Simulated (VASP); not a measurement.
Input:

```
Cd4SSe3
1.0
    0.00000     3.00762     3.00762
    3.00762     0.00000     3.00762
   12.03320    12.03320    -0.00273
Cd Se S
4 3 1
Direct
  0.01009   0.01009   0.99244
  0.00322   0.00322   0.24759
  0.99715   0.99715   0.50213
  0.98972   0.98972   0.75771
  0.25533   0.25533   0.05850
  0.24937   0.24937   0.31297
  0.24264   0.24264   0.56802
  0.25248   0.25248   0.81064
```

The numbers are results of PBEsol GGA, VASP's PBE PAW potentials (set 64) (plane waves; VASP), not measurements. Numerical set-up: 400 eV cut-off, Gaussian smearing of 0.050 eV, potentials Cd Se S.

Task: Estimate the band gap (along the path) with the smallest direct gap where there is one.

Result: 
* **band gap (along the path)**: 0.52 eV
* **smallest direct gap (along the path)**: 0.52 eV

Only differences to runs with the same potentials and settings are physical.

The structure was generated: Cd4SSe3 was put into an ordered model structure (R3m), which need not be its known phase. It was relaxed first.
